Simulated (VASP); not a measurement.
# A VASP study of Se (AM05): structure first, properties next, part 4 of 4

Aim: relax Se, then compute properties on the relaxed cell. This is not the structure that Se takes at ambient conditions. The start is a computed cell from the Materials Project.

VASP 6.6.1; AM05; plane waves and PAW (Se).

So far. Step 12 (Volume scan with AM05 (run 6)): The pressure falls from -1.62 to -3.06 GPa. Step 12 (Volume scan with AM05 (run 6)): The run ends at a pressure of -3.06 GPa.

The starting crystal is not the ambient structure of Se (space group No. 152 or space group No. 154); it is a model or a phase of other conditions.

### 13. Volume scan with AM05 (run 7)

A prediction first. A least-squares parabola for the 6 pressures of evenly scaled cells so far, P = -0.03 -83.5 t +160 t² GPa with t = ln(V/V₁) and V₁ the volume at scale 1, gives -4.35 GPa at t = +0.0583.

INCAR

```
SYSTEM = Se
PREC = Accurate
ENCUT = 400
EDIFF = 1E-06
NELM = 100
ISMEAR = 0
SIGMA = 0.05
LREAL = .FALSE.
ALGO = Normal
GGA = AM
NBANDS = 9
LORBIT = 11
LWAVE = .FALSE.
LCHARG = .FALSE.
KPAR = 2
ISIF = 2
```

POSCAR

```
Se
1.0
   -1.7189870940      1.7189870940      1.7189870940
    1.7189870940     -1.7189870940      1.7189870940
    1.7189870940      1.7189870940     -1.7189870940
Se
1
Direct
    0.0000000000      0.0000000000      0.0000000000
```

KPOINTS

```
Automatic mesh
0
Gamma
11 11 11
0 0 0
```

PAW data sets: Se (PBE family, release 64).

Run with:

```console
> mpirun -np 2 vasp_std
```

The program printed:

```text
[... set-up lines as in an earlier step ...]
 entering main loop
       N       E                     dE             d eps       ncg     rms          rms(c)
DAV:   1     0.719781252601E+01    0.71978E+01   -0.24098E+03  1009   0.456E+02
DAV:   2    -0.286640763346E+01   -0.10064E+02   -0.98900E+01  1355   0.690E+01
DAV:   3    -0.306785423195E+01   -0.20145E+00   -0.19945E+00  1220   0.881E+00
DAV:   4    -0.306810738810E+01   -0.25316E-03   -0.25314E-03  1397   0.373E-01
DAV:   5    -0.306810762483E+01   -0.23672E-06   -0.23604E-06  1167   0.944E-03    0.308E+00
DAV:   6    -0.306601186392E+01    0.20958E-02   -0.34844E-03  1090   0.314E-01    0.181E+00
DAV:   7    -0.306567476004E+01    0.33710E-03   -0.57354E-03  1104   0.409E-01    0.821E-02
DAV:   8    -0.306567139049E+01    0.33695E-05   -0.15606E-04  1140   0.741E-02    0.760E-03
DAV:   9    -0.306567147826E+01   -0.87770E-07   -0.12618E-06  1234   0.926E-03
   1 F= -.30656715E+01 E0= -.30646799E+01  d E =-.198308E-02
```

It took 3.2 s on 2 MPI ranks of Intel Xeon Platinum 8259CL at 2.50GHz (Skylake/Cascade Lake), shared host; peak memory 0.23 GiB.

From OUTCAR (step 13):

```text
  Total       -0.5521045     -0.5521045     -0.5521045      0.0000000      0.0000000      0.0000000
  in kB      -43.5365528    -43.5365528    -43.5365528      0.0000000      0.0000000      0.0000000
  external PRESSURE =     -43.5365528 kB  Pullay stress =       0.0000000 kB

  FREE ENERGIE OF THE ION-ELECTRON SYSTEM (eV)
  ---------------------------------------------------
  free  energy   TOTEN  =        -3.0656714783 eV

  energy  without entropy=       -3.0636883958  energy(sigma->0) =       -3.06467994

[... 2 parts as in an earlier step ...]

[... 2 further parts left out ...]
[key lines of the parts left out:]
E-fermi :   5.5237
```

The pressure falls from -3.06 to -4.35 GPa. The parabola predicted -4.35 GPa, +0.01 GPa off.

### 14. Comparing the runs

Times are for 2 MPI ranks of Intel Xeon Platinum 8259CL at 2.50GHz (Skylake/Cascade Lake), shared host. Results by setting:

```csv
no.,volume scale,energy above the lowest point (meV/atom),pressure (GPa),time,memory (GiB)
1,0.94,20.1,5.756,3.6 s,0.22
2,0.96,8.86,3.629,3.6 s,0.22
3,0.98,2.3,1.723,3.6 s,0.23
4,1,0,-0.02066,3.6 s,0.23
5,1.02,1.74,-1.617,3.6 s,0.23
6,1.04,7.16,-3.060,3.6 s,0.22
7,1.06,15.89,-4.354,3.2 s,0.23
```

### 15. Fit for AM05

This step: Birch-Murnaghan fit, AM05; plane waves and PAW (VASP 6.6.1).

No new run; the numbers come from the runs before.

This step gave:

```yaml
pressure_derivative_of_the_bulk_modulus: 3.070
r_m_s_error_of_the_fit: 1.71e-5 eV/atom
minimum_inside_the_sampled_range: yes
bulk_modulus: 82.80 GPa
equilibrium_volume_of_the_fit: 19.19 Å³/atom
```

Table of energy above the fitted minimum by volume:

```csv
volume (Å³/atom),energy above the fitted minimum (eV/atom)
18.018,0.0201
18.401,0.00884
18.784,0.00228
19.168,-2.0e-5
19.551,0.00172
19.934,0.00714
20.318,0.0159
```

The fit over cells of fixed shape and fractional positions puts the volume +0.11 % from the relaxed one. At a finite cutoff and mesh the minimum of the energy and the zero of the stress don't quite coincide, and the relaxation stops at a threshold.

### 16. Electric field gradients (AM05)

This step: AM05; plane waves and PAW (Se) (VASP 6.6.1).

Field gradients probe how far the charge around each nucleus departs from cubic symmetry; LASPH keeps the non-spherical terms inside the spheres.

Changes to INCAR since step 13:

```diff
@@ -3,3 +3,3 @@
 ENCUT = 400
-EDIFF = 1E-06
+EDIFF = 1E-07
 NELM = 100
@@ -15,2 +15,3 @@
 KPAR = 2
-ISIF = 2
+LEFG = .TRUE.
+LASPH = .TRUE.
```

POSCAR

```
Se
1.0
   -1.6859214166      1.6859214166      1.6859214166
    1.6859214166     -1.6859214166      1.6859214166
    1.6859214166      1.6859214166     -1.6859214166
Se
1
Direct
    0.0000000000      0.0000000000      0.0000000000
```

KPOINTS is that of step 13.

Run with:

```console
> mpirun -np 2 vasp_std
```

The program printed:

```text
[... set-up lines as in an earlier step ...]
 entering main loop
       N       E                     dE             d eps       ncg     rms          rms(c)
DAV:   1     0.738909261033E+01    0.73891E+01   -0.25028E+03  1016   0.467E+02
DAV:   2    -0.284410908886E+01   -0.10233E+02   -0.97001E+01  1415   0.681E+01
DAV:   3    -0.308287793690E+01   -0.23877E+00   -0.22388E+00  1176   0.907E+00
DAV:   4    -0.308323730666E+01   -0.35937E-03   -0.35932E-03  1355   0.406E-01
DAV:   5    -0.308323754862E+01   -0.24196E-06   -0.24229E-06  1210   0.936E-03    0.350E+00
DAV:   6    -0.308185931925E+01    0.13782E-02   -0.24411E-03  1108   0.269E-01    0.207E+00
DAV:   7    -0.308165864318E+01    0.20068E-03   -0.41906E-03  1084   0.357E-01    0.694E-02
DAV:   8    -0.308164806111E+01    0.10582E-04   -0.11821E-04  1109   0.658E-02    0.676E-03
DAV:   9    -0.308164822277E+01   -0.16167E-06   -0.96512E-07  1318   0.819E-03    0.406E-03
DAV:  10    -0.308164820527E+01    0.17501E-07   -0.22952E-07  1174   0.323E-03
ion   1
     0.0000000     0.0000000    -0.0000000    -0.0000000    -0.0000000     0.0000000
     0.0000499     0.0000000    -0.0000000    -0.0000000    -0.0000000     0.0000000
     0.0000687     0.0000000    -0.0000000    -0.0000000    -0.0000000     0.0000000
     0.0000946     0.0000000    -0.0000000    -0.0000000    -0.0000000     0.0000000
     0.0001302     0.0000000    -0.0000000    -0.0000000    -0.0000000     0.0000000

     0.0000000     0.0000000    -0.0000000    -0.0000000    -0.0000000     0.0000000
     0.0000499     0.0000000    -0.0000000    -0.0000000    -0.0000000     0.0000000
     0.0000687     0.0000000    -0.0000000    -0.0000000    -0.0000000     0.0000000
     0.0000946     0.0000000    -0.0000000    -0.0000000    -0.0000000     0.0000000
     0.0001302     0.0000000    -0.0000000    -0.0000000    -0.0000000     0.0000000

   1 F= -.30816482E+01 E0= -.30805736E+01  d E =-.214925E-02
```

Elapsed: 5.6 s, on 2 MPI ranks; peak memory 0.22 GiB.

From OUTCAR (step 16):

```text
   NELECT =       6.0000    total number of electrons

 E-fermi :   6.2885

 k-point     1 :       0.0000    0.0000    0.0000
  band No.  band energies     occupation
      1     -10.5134      2.00000
      2       9.4477      0.00000
      3       9.4477      0.00000
      4       9.4477      0.00000
      5      17.9598      0.00000
      6      18.6944      0.00000
    ...

  Total       -0.0001107     -0.0001107     -0.0001107      0.0000000     -0.0000000      0.0000000
  in kB       -0.0092528     -0.0092528     -0.0092528      0.0000000     -0.0000000      0.0000000
  external PRESSURE =      -0.0092528 kB  Pullay stress =       0.0000000 kB

 POSITION                                       TOTAL-FORCE (eV/Angst)
 -----------------------------------------------------------------------------------
      0.00000      0.00000      0.00000         0.000000      0.000000      0.000000
 -----------------------------------------------------------------------------------
    total drift:                                0.000000      0.000000      0.000000

  FREE ENERGIE OF THE ION-ELECTRON SYSTEM (eV)
  ---------------------------------------------------
  free  energy   TOTEN  =        -3.0816482053 eV

  energy  without entropy=       -3.0794989601  energy(sigma->0) =       -3.08057358

 Electric field gradients after diagonalization (V/A^2)
 (convention: |V_zz| > |V_xx| > |V_yy|)
----------------------------------------------------------------------
 ion       V_xx      V_yy      V_zz     asymmetry (V_yy - V_xx)/ V_zz
----------------------------------------------------------------------
   1       0.000     0.000    -0.000       0.000
----------------------------------------------------------------------

[... 9 parts as in an earlier step ...]

[... 8 further parts left out ...]
```

Numbers from this step:

- SCF cycles: 10
- free energy (TOTEN): -3.082 eV
- energy at zero smearing: -3.081 eV
- Fermi energy: 6.288 eV
- pressure: -9.25e-4 GPa

Electric field gradients, by row:

```csv
atom,Vxx (V/Å²),Vyy (V/Å²),Vzz (V/Å²),asymmetry
Se1,0,0,0,-
```

All gradients vanish within the noise.

The run ends at a pressure of 0.00 GPa.

### 17. Optical spectrum (AM05)

LOPTICS sums transitions from filled to empty bands. The mesh is finer than in the run before. NBANDS is raised for it.

INCAR

```
SYSTEM = Se
PREC = Accurate
ENCUT = 400
EDIFF = 1E-06
NELM = 100
ISMEAR = 0
SIGMA = 0.05
LREAL = .FALSE.
ALGO = Normal
GGA = AM
NBANDS = 11
LORBIT = 11
LWAVE = .FALSE.
LCHARG = .FALSE.
KPAR = 2
LOPTICS = .TRUE.
NEDOS = 1500
CSHIFT = 0.1
```

POSCAR is that of step 16.

KPOINTS

```
Automatic mesh
0
Gamma
16 16 16
0 0 0
```

Run with:

```console
> mpirun -np 2 vasp_std
```

The program printed:

```text
[... set-up lines as in an earlier step ...]
 entering main loop
       N       E                     dE             d eps       ncg     rms          rms(c)
DAV:   1     0.815079407329E+01    0.81508E+01   -0.24381E+03  3241   0.379E+02
DAV:   2    -0.283827171083E+01   -0.10989E+02   -0.10656E+02  4056   0.702E+01
DAV:   3    -0.309530721714E+01   -0.25704E+00   -0.25564E+00  3972   0.843E+00
DAV:   4    -0.309565327468E+01   -0.34606E-03   -0.34605E-03  3560   0.383E-01
DAV:   5    -0.309565365502E+01   -0.38034E-06   -0.37978E-06  3947   0.129E-02    0.349E+00
DAV:   6    -0.309433069896E+01    0.13230E-02   -0.21784E-03  3511   0.220E-01    0.207E+00
DAV:   7    -0.309415911492E+01    0.17158E-03   -0.38016E-03  3553   0.292E-01    0.690E-02
DAV:   8    -0.309414768444E+01    0.11430E-04   -0.99893E-05  3627   0.521E-02    0.605E-03
DAV:   9    -0.309414786151E+01   -0.17707E-06   -0.14298E-06  3812   0.771E-03
   1 F= -.30941479E+01 E0= -.30932636E+01  d E =-.176859E-02
 optical routines
 imaginary and real dielectric function
 recalculating local potential from charge density
 direction            1
 direction            2
 direction            3
```

The job ended after 8.6 s (2 MPI ranks; peak memory 0.29 GiB).

OUTCAR, selected parts (step 17):

```text
   k-points           NKPTS =    145   k-points in BZ     NKDIM =    145   number of bands    NBANDS=     11

   NELECT =       6.0000    total number of electrons

 E-fermi :   6.1771

 k-point     1 :       0.0000    0.0000    0.0000
  band No.  band energies     occupation
      1     -10.5123      2.00000
      2       9.4489      0.00000
      3       9.4489      0.00000
      4       9.4489      0.00000
      5      17.9616      0.00000
      6      18.6951      0.00000
    ...

  Total       -0.0153815     -0.0153815     -0.0153815      0.0000000      0.0000000      0.0000000
  in kB       -1.2856918     -1.2856918     -1.2856918      0.0000000      0.0000000      0.0000000
  external PRESSURE =      -1.2856918 kB  Pullay stress =       0.0000000 kB

  FREE ENERGIE OF THE ION-ELECTRON SYSTEM (eV)
  ---------------------------------------------------
  free  energy   TOTEN  =        -3.0941478615 eV

  energy  without entropy=       -3.0923792722  energy(sigma->0) =       -3.09326357

 plasma frequency squared (from intraband transitions) (eV^2)
  --------------------------------------------------------------------------------------
     288.551      -0.000       0.000
      -0.000     288.551      -0.000
       0.000      -0.000     288.551

[... 8 parts as in an earlier step ...]

[... 9 further parts left out ...]
```

These are independent-particle spectra without excitons or local fields. Fine structure and low peaks depend on the mesh and on CSHIFT. The intraband (Drude) part is not in this spectrum.

This step gave:

- SCF cycles: 9
- bands: 11
- irreducible k-points: 145
- free energy (TOTEN): -3.094 eV
- energy at zero smearing: -3.093 eV
- Fermi energy: 6.177 eV
- pressure: -0.1286 GPa

The imaginary dielectric function, xx has structure finer than the step of the table below, so its rows give means over 1 eV, whole bins alone (the curve runs from 0 to 25.0 eV). Peaks (eV: height): 0.3: 61.7, 0.8: 39.6, 2.2: 33.2.

The imaginary dielectric function, xx by photon energy; means over each step:

```
photon energy (eV)  imaginary dielectric function, xx
                 1                               25.0
                 2                               28.6
                 3                               10.5
                 4                               3.30
                 5                               1.43
                 6                              0.905
                 7                               4.50
                 8                               4.24
                 9                               4.33
                10                               2.62
                11                               2.37
                12                               1.74
                13                               1.49
                14                               1.44
                15                               1.26
                16                              0.865
                17                              0.598
                18                              0.547
                19                              0.432
                20                              0.317
                21                              0.233
                22                              0.218
                23                              0.178
                24                              0.132
```

The real dielectric function, xx by photon energy:

photon energy (eV), real dielectric function, xx and a bar from the least value:
```
        0       72.0 ##############################
        1       17.2 ##########
        2        8.3 #######
        3      -10.8 
        4       -4.5 ##
        5       -0.7 ####
        6        1.4 ####
        7        5.4 ######
        8       -0.1 ####
        9       -1.8 ###
       10       -0.4 ####
       11       -0.9 ####
       12       -0.5 ####
       13       -0.7 ####
       14       -0.3 ####
       15       -0.6 ####
       16       -0.6 ####
       17       -0.3 ####
       18       -0.1 ####
       19        0.1 ####
       20        0.1 ####
       21        0.2 ####
       22        0.3 ####
       23        0.3 ####
       24        0.4 ####
```

### 18. Bands along the symmetry lines (AM05) with a changed input

This run is made with a changed input; what comes of it follows.

INCAR

```
SYSTEM = Se
PREC = Accurate
ENCUT = 400
EDIFF = 1E-06
NELM = 51
ISMEAR = 0
SIGMA = 0.05
LREAL = .FALSE.
ALGO = Normal
GGA = AM
NBANDS = 14
LORBIT = 11
LWAVE = .FALSE.
LCHARG = .FALSE.
KPAR = 2
ISPIN = 2
MAGMOM = up
```

POSCAR is that of step 17.

KPOINTS

```
Automatic mesh
0
Gamma
11 11 11
0 0 0
```

KPOINTS_OPT

```
Line mode
16
Line-mode
Reciprocal
  0.00000000   0.00000000   0.00000000 GAMMA
  0.50000000  -0.50000000   0.50000000 H

  0.50000000  -0.50000000   0.50000000 H
  0.00000000   0.00000000   0.50000000 N

  0.00000000   0.00000000   0.50000000 N
  0.00000000   0.00000000   0.00000000 GAMMA

  0.00000000   0.00000000   0.00000000 GAMMA
  0.25000000   0.25000000   0.25000000 P

  0.25000000   0.25000000   0.25000000 P
  0.50000000  -0.50000000   0.50000000 H

  0.25000000   0.25000000   0.25000000 P
  0.00000000   0.00000000   0.50000000 N
```

Run with:

```console
> mpirun -np 2 vasp_std
```

The program printed:

```text
[... set-up lines as in an earlier step ...]
 entering main loop
       N       E                     dE             d eps       ncg     rms          rms(c)
DAV:   1     0.977263134593E+01    0.97726E+01   -0.21597E+03  3160   0.272E+02
DAV:   2    -0.267044611637E+01   -0.12443E+02   -0.12049E+02  4160   0.673E+01
DAV:   3    -0.295431817100E+01   -0.28387E+00   -0.28100E+00  3736   0.746E+00
DAV:   4    -0.295459718505E+01   -0.27901E-03   -0.27901E-03  3778   0.302E-01
DAV:   5    -0.295459746463E+01   -0.27958E-06   -0.27962E-06  3736   0.913E-03    0.390E+00
DAV:   6    -0.308004733382E+01   -0.12545E+00   -0.40935E-03  3568   0.337E-01    0.213E+00
DAV:   7    -0.308052061602E+01   -0.47328E-03   -0.73143E-03  3574   0.364E-01    0.102E+00
DAV:   8    -0.308159069239E+01   -0.10701E-02   -0.87935E-04  3568   0.131E-01    0.249E-01
DAV:   9    -0.308163473875E+01   -0.44046E-04   -0.79056E-05  3850   0.392E-02    0.391E-02
DAV:  10    -0.308164116144E+01   -0.64227E-05   -0.26253E-05  3514   0.228E-02    0.189E-02
DAV:  11    -0.308164294327E+01   -0.17818E-05   -0.54001E-06  3670   0.989E-03    0.296E-03
DAV:  12    -0.308164311814E+01   -0.17487E-06   -0.33456E-07  1994   0.246E-03
   1 F= -.30816431E+01 E0= -.30805685E+01  d E =-.214923E-02  mag=    -0.0005
 Start KPOINTS_OPT (optional k-point list driver)
k-point batch [1-56\96]
       N       E                     dE             ncg
DAV:   1     0.105003766428E+04   -0.78082E+04     3176
DAV:   2     0.278192663979E+03   -0.77185E+03     4146
DAV:   3     0.260973214662E+03   -0.17219E+02     3568
DAV:   4     0.260958369601E+03   -0.14845E-01     3820
DAV:   5     0.260958353959E+03   -0.15642E-04     3628
DAV:   6     0.260958353937E+03   -0.21411E-07     3122
k-point batch [57-96\96]
       N       E                     dE             ncg
DAV:   1     0.117459283241E+04   -0.93197E+04     2264
DAV:   2     0.692632727587E+03   -0.48196E+03     2952
DAV:   3     0.684175189083E+03   -0.84575E+01     2804
DAV:   4     0.684167106955E+03   -0.80821E-02     2612
DAV:   5     0.684167097189E+03   -0.97658E-05     2720
DAV:   6     0.684167097173E+03   -0.16570E-07     2456
```

The job ended after 15 s (2 MPI ranks; peak memory 0.27 GiB).

Parts of OUTCAR (step 18):

```text
   NELECT =       6.0000    total number of electrons

 E-fermi :   6.2887

 spin component 1
 k-point     1 :       0.0000    0.0000    0.0000
  band No.  band energies     occupation
      1     -10.5128      1.00000
      2       9.4485      0.00000
      3       9.4485      0.00000
      4       9.4485      0.00000
      5      17.9603      0.00000
      6      18.6951      0.00000
    ...

 k-point     2 :       0.0909    0.0000    0.0000
  band No.  band energies     occupation
      1     -10.3263      1.00000
      2       8.3201      0.00000
      3       9.0554      0.00000
      4       9.3732      0.00000
      5      17.8019      0.00000
      6      17.9519      0.00000
    ...

  Total       -0.0011396     -0.0011396     -0.0011396      0.0000000     -0.0000000      0.0000000
  in kB       -0.0952553     -0.0952553     -0.0952553      0.0000000     -0.0000000      0.0000000
  external PRESSURE =      -0.0952553 kB  Pullay stress =       0.0000000 kB

 POSITION                                       TOTAL-FORCE (eV/Angst)
 -----------------------------------------------------------------------------------
      0.00000      0.00000      0.00000         0.000000     -0.000000      0.000000
 -----------------------------------------------------------------------------------
    total drift:                                0.000000      0.000000     -0.000000

  FREE ENERGIE OF THE ION-ELECTRON SYSTEM (eV)
  ---------------------------------------------------
  free  energy   TOTEN  =        -3.0816431181 eV

  energy  without entropy=       -3.0794938907  energy(sigma->0) =       -3.08056850

 magnetization (x)
# of ion       s       p       d       tot
------------------------------------------
    1       -0.000  -0.001  -0.000  -0.001

[... 9 parts as in an earlier step ...]

[... 13 further parts left out ...]
```

The run converged, and its energy and pressure stay near those of the sound run.

Against the sound run on this cell (bands along the symmetry lines (AM05)) the energy at zero smearing moves by +0.0 meV an atom and the pressure by +0.01 GPa.

Settings moved from the usual: NELM = 51, ISPIN = 2 and MAGMOM = up.

MAGMOM takes numbers; a word is not a valid entry.

### 19. Results

```json
{
  "relaxed volume": "19.17 Å³/atom",
  "relaxed conventional cell a, b, c": "3.372, 3.372, 3.372 Å",
  "space group after relaxing, within 0.02 Å": "Im-3m (No. 229)",
  "band gap": "none, a metal",
  "DOS at the Fermi level": "0.732 states/eV/cell",
  "bulk modulus from the fit": "82.8 GPa",
  "volume from the fit": "19.2 Å³/atom",
  "largest field gradient Vzz": "zero within the noise on all sites"
}
```

With AM05, Se relaxes to 19.17 Å³/atom in space group Im-3m (held by the symmetry of the run), comes out as a metal and has a bulk modulus of 82.8 GPa. Bands along the symmetry lines (AM05): Of the bands kept, 3 cross the Fermi level on this path. Spin-orbit coupling is left out; it would split some degenerate bands. The k-sampling is coarse for a metal, so the Fermi level, pressures and the shape of the cell carry errors. No search among competing phases was made. All values are for a static lattice at zero temperature.

[Lines on the potential files, build, host, timing and source positions are cut from VASP's logs without a mark.]

[Logs are printed without paths, hosts, clocks, repeated set-up lines and the standing remarks that a program may print on its own settings, such as how far it seeks lower states.]

[Hosts, paths, dates, database ids (printed as entryN), source tags and the programs' standing remarks are cut or masked in the printed files.]

[A measured line is paired with the nearest computed mode of its activity, which favours agreement.]

[In band tables of VASP the shares of atoms and orbitals are scaled to a sum of 1 inside the atoms' spheres.]
